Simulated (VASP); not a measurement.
Calculation: LDA (Ceperley-Alder, Perdew-Zunger), VASP's LDA PAW potentials (set 64) (plane waves; VASP 6.6.1).

VASP input:

**KPOINTS**
```
kpoints
0
G
6 6 6
```

### INCAR
```
SYSTEM = Al2Cu
PREC = Accurate
ENCUT = 300
EDIFF = 1E-6
NELM = 100
ALGO = Normal
LREAL = .FALSE.
LASPH = .TRUE.
ISMEAR = 0
SIGMA = 0.272
LMAXMIX = 4
LWAVE = .FALSE.
LCHARG = .FALSE.
ISIF = 2
```

File POSCAR:
```
Al2Cu
1
   -2.9989000000     2.9989000000     2.3927350000
    2.9989000000    -2.9989000000     2.3927350000
    2.9989000000     2.9989000000    -2.3927350000
Al Cu
4 2
Direct
  0.8413900000   0.6586100000   0.5000000000
  0.1586100000   0.3413900000   0.5000000000
  0.6586100000   0.1586100000   0.8172200000
  0.3413900000   0.8413900000   0.1827800000
  0.2500000000   0.2500000000   0.0000000000
  0.7500000000   0.7500000000   0.0000000000
```

POTCAR, in this order: Al Cu (LDA.64 set). Program: vasp_std.

What VASP printed:

### OUTCAR
```
 ion  position               nearest neighbor table
   1  0.841  0.659  0.500-   5 2.56   6 2.56   6 2.56   5 2.56   2 2.69   2 2.85   2 2.85   4 3.06
                             3 3.06   3 3.06   4 3.06   3 3.19   4 3.19   4 3.19   3 3.19
   2  0.159  0.341  0.500-   6 2.56   5 2.56   5 2.56   6 2.56   1 2.69   1 2.85   1 2.85   4 3.06
                             3 3.06   3 3.06   4 3.06   4 3.19   3 3.19   3 3.19   4 3.19
   3  0.659  0.159  0.817-   5 2.56   6 2.56   5 2.56   6 2.56   4 2.69   4 2.85   4 2.85   1 3.06
                             2 3.06   1 3.06   2 3.06   1 3.19   2 3.19   1 3.19   2 3.19
   4  0.341  0.841  0.183-   5 2.56   6 2.56   5 2.56   6 2.56   3 2.69   3 2.85   3 2.85   2 3.06
                             1 3.06   1 3.06   2 3.06   1 3.19   2 3.19   1 3.19   2 3.19
   5  0.250  0.250  0.000-   6 2.39   6 2.39   1 2.56   2 2.56   1 2.56   2 2.56   3 2.56   4 2.56
                             4 2.56   3 2.56
   6  0.750  0.750  0.000-   5 2.39   5 2.39   2 2.56   1 2.56   2 2.56   1 2.56   4 2.56   3 2.56
                             4 2.56   3 2.56
  LATTYP: Found a body centered tetragonal cell.
 ALAT       =     5.9978000000
 C/A-ratio  =     0.7978708860
 Subroutine PRICEL returns:
 Original cell was already a primitive cell.
 Subroutine GETGRP returns: Found 16 space group operations
The static configuration has the point symmetry C_4h.
 The point group associated with its full space group is D_4h.
The dynamic configuration has the point symmetry C_4h.
 Subroutine INISYM returns: Found 16 space group operations
 Subroutine IBZKPT returns following result:
 Found     30 irreducible k-points:

 Following reciprocal coordinates:
            Coordinates               Weight
  0.000000  0.000000  0.000000      1.000000
  0.166667  0.000000 -0.000000      8.000000
  0.333333  0.000000 -0.000000      8.000000
  0.500000  0.000000 -0.000000      4.000000
  0.166667  0.166667 -0.000000      8.000000
  0.333333  0.166667 -0.000000     16.000000
  0.500000  0.166667 -0.000000     16.000000
 -0.333333  0.166667  0.000000     16.000000
 -0.166667  0.166667  0.000000      4.000000
  0.333333  0.333333 -0.000000      8.000000
  0.500000  0.333333 -0.000000     16.000000
 -0.333333  0.333333  0.000000      4.000000
  0.500000  0.500000 -0.000000      2.000000
  0.166667  0.166667  0.166667      8.000000
  0.333333  0.166667  0.166667      8.000000
 -0.166667  0.166667  0.166667      4.000000
  0.333333  0.333333  0.166667      4.000000
 -0.333333  0.333333  0.166667      8.000000
 -0.166667  0.333333  0.166667      8.000000
  0.500000  0.500000  0.166667      4.000000
 -0.333333  0.500000  0.166667     16.000000
 -0.166667  0.500000  0.166667      8.000000
 -0.333333 -0.333333  0.166667      8.000000
 -0.166667 -0.333333  0.166667      8.000000
 -0.166667 -0.166667  0.166667      2.000000
 -0.333333  0.333333  0.333333      4.000000
  0.500000  0.500000  0.333333      4.000000
 -0.333333  0.500000  0.333333      8.000000
 -0.333333 -0.333333  0.333333      2.000000
  0.500000  0.500000  0.500000      1.000000
   k-points           NKPTS =     30   k-points in BZ     NKDIM =     30   number of bands    NBANDS=     21
   number of dos      NEDOS =    301   number of ions     NIONS =      6
   total plane-waves  NPLWV =  21952
   dimension x,y,z NGX =    28 NGY =   28 NGZ =   28
   dimension x,y,z NGXF=    56 NGYF=   56 NGZF=   56
   ions per type =               4   2
   PREC   = accura    normal or accurate (medium, high low for compatibility)
   ISTART =      0    job   : 0-new  1-cont  2-samecut
   ICHARG =      2    charge: 1-file 2-atom 10-const
   ISPIN  =      1    spin polarized calculation?
   LNONCOLLINEAR =      F non collinear calculations
   LSORBIT =      F    spin-orbit coupling
   INIWAV =      1    electr: 0-lowe 1-rand  2-diag
   ENCUT  =  300.0 eV  22.05 Ry    4.70 a.u.   6.88  6.88  6.88*2*pi/ulx,y,z
   NELM   =    100;   NELMIN=  2; NELMDL= -5     # of ELM steps
   EDIFF  = 0.1E-05   stopping-criterion for ELM
   LREAL  =      F    real-space projection
...
```

### OSZICAR
```
       N       E                     dE             d eps       ncg     rms          rms(c)
DAV:   1     0.152400221140E+03    0.15240E+03   -0.98112E+03  1260   0.118E+03
DAV:   2    -0.230757783875E+02   -0.17548E+03   -0.16970E+03  1260   0.287E+02
DAV:   3    -0.318904100778E+02   -0.88146E+01   -0.84034E+01  1745   0.828E+01
DAV:   4    -0.321358847832E+02   -0.24547E+00   -0.24467E+00  1903   0.124E+01
DAV:   5    -0.321389792673E+02   -0.30945E-02   -0.30939E-02  1761   0.137E+00    0.213E+01
DAV:   6    -0.369211012386E+02   -0.47821E+01   -0.16063E+02  1616   0.324E+02    0.176E+01
DAV:   7    -0.278147232736E+02    0.91064E+01   -0.35892E+01  1554   0.126E+02    0.427E+00
DAV:   8    -0.273749115784E+02    0.43981E+00   -0.39198E+00  1942   0.406E+01    0.118E+00
DAV:   9    -0.273560996414E+02    0.18812E-01   -0.18413E-01  1673   0.306E+00    0.617E-01
DAV:  10    -0.273547346096E+02    0.13650E-02   -0.70989E-03  1840   0.750E-01    0.497E-01
DAV:  11    -0.273515788480E+02    0.31558E-02   -0.38867E-03  2015   0.155E+00    0.264E-01
DAV:  12    -0.273501876944E+02    0.13912E-02   -0.82691E-03  1982   0.220E+00    0.262E-02
DAV:  13    -0.273502191271E+02   -0.31433E-04   -0.43014E-04  1610   0.190E-01    0.238E-02
DAV:  14    -0.273502164694E+02    0.26577E-05   -0.17936E-05  1999   0.584E-02    0.121E-02
DAV:  15    -0.273502153382E+02    0.11311E-05   -0.83375E-06  1764   0.709E-02    0.211E-03
DAV:  16    -0.273502153199E+02    0.18330E-07   -0.34512E-07   860   0.766E-03
   1 F= -.27350215E+02 E0= -.27316562E+02  d E =-.673065E-01
```

File OUTCAR:
```
------------------------ aborting loop because EDIFF is reached ----------------------------------------
  FORCE on cell =-STRESS in cart. coord.  units (eV):
  Direction    XX          YY          ZZ          XY          YZ          ZX
  --------------------------------------------------------------------------------------
  Total       -2.1029792     -2.1029792     -0.7166904      0.0000000      0.0000000      0.0000000
  in kB      -39.1441617    -39.1441617    -13.3402397      0.0000000      0.0000000      0.0000000
  external PRESSURE =     -30.5428544 kB  Pullay stress =       0.0000000 kB
  volume of cell :       86.08
      direct lattice vectors                 reciprocal lattice vectors
    -2.998900000  2.998900000  2.392735000     0.000000000  0.166727800  0.208965890
     2.998900000 -2.998900000  2.392735000     0.166727800  0.000000000  0.208965890
     2.998900000  2.998900000 -2.392735000     0.166727800  0.166727800  0.000000000
 POSITION                                       TOTAL-FORCE (eV/Angst)
 -----------------------------------------------------------------------------------
      0.95131      2.04759      2.39274         0.044716     -0.044716      0.000000
      2.04759      0.95131      0.00000        -0.044716      0.044716     -0.000000
      0.95131      3.95021      0.00000         0.044716      0.044716      0.000000
      2.04759     -0.95131      2.39273        -0.044716     -0.044716     -0.000000
      0.00000      0.00000      1.19637         0.000000      0.000000      0.000000
      0.00000      0.00000      3.58910         0.000000      0.000000      0.000000
 -----------------------------------------------------------------------------------
    total drift:                               -0.000000     -0.000000      0.000000
  FREE ENERGIE OF THE ION-ELECTRON SYSTEM (eV)
  ---------------------------------------------------
  free  energy   TOTEN  =       -27.3502153199 eV

  energy  without entropy=      -27.2829087820  energy(sigma->0) =      -27.31656205
```
(Selected blocks of OUTCAR.)

File OUTCAR:
```
 val. band max:        8.1548617087   @ k =  -0.3333   0.3333   0.1667

 cond. band min:       8.1848459644   @ k =   0.1667   0.0000  -0.0000


 Fermi energy:         8.1663619360

 k-point     1 :       0.0000    0.0000    0.0000
  band No.  band energies     occupation
      1      -2.8037      2.00000
      2       2.6526      2.00000
      3       2.8235      2.00000
      4       2.8438      2.00000
      5       2.8438      2.00000
      6       3.7778      2.00000
      7       3.9400      2.00000
      8       4.2347      2.00000
      9       4.5745      2.00000
     10       4.8429      2.00000
     11       4.8429      2.00000
     12       5.1494      2.00000
     13       5.1494      2.00000
     14       6.1122      2.00000
     15       6.8293      2.00000
     16       6.9837      2.00000
     17       6.9837      2.00000
     18       7.3381      1.99998
     19       7.9179      1.80361
     20       8.2547      0.64596
     21       9.7617      0.00000

 k-point     2 :       0.1667    0.0000   -0.0000
  band No.  band energies     occupation
      1      -2.5052      2.00000
      2       2.6373      2.00000
      3       2.7501      2.00000
      4       2.8369      2.00000
      5       2.8978      2.00000
      6       3.7262      2.00000
      7       3.7918      2.00000
      8       4.1700      2.00000
      9       4.2994      2.00000
     10       4.3527      2.00000
     11       4.4231      2.00000
     12       5.0574      2.00000
     13       5.3084      2.00000
     14       5.3637      2.00000
     15       6.1848      2.00000
     16       6.3858      2.00000
     17       7.1974      2.00000
     18       7.3277      1.99999
     19       8.1848      0.92344
     20       9.7211      0.00000
     21      10.8389      0.00000

 k-point     3 :       0.3333    0.0000   -0.0000
  band No.  band energies     occupation
      1      -1.6199      2.00000
      2       1.6165      2.00000
      3       2.6394      2.00000
...
```

At this cut-off the stress carries a Pulay error, which pulls relaxed volumes low.

The structure comes from a computed database's Al2Cu entry; how it stands against other phases isn't given here. The cell was not relaxed at this level. The run is one of a series of settings (GGA removed, POTCAR Al Cu (LDA.64 set) against the base run), some of them coarse on purpose.
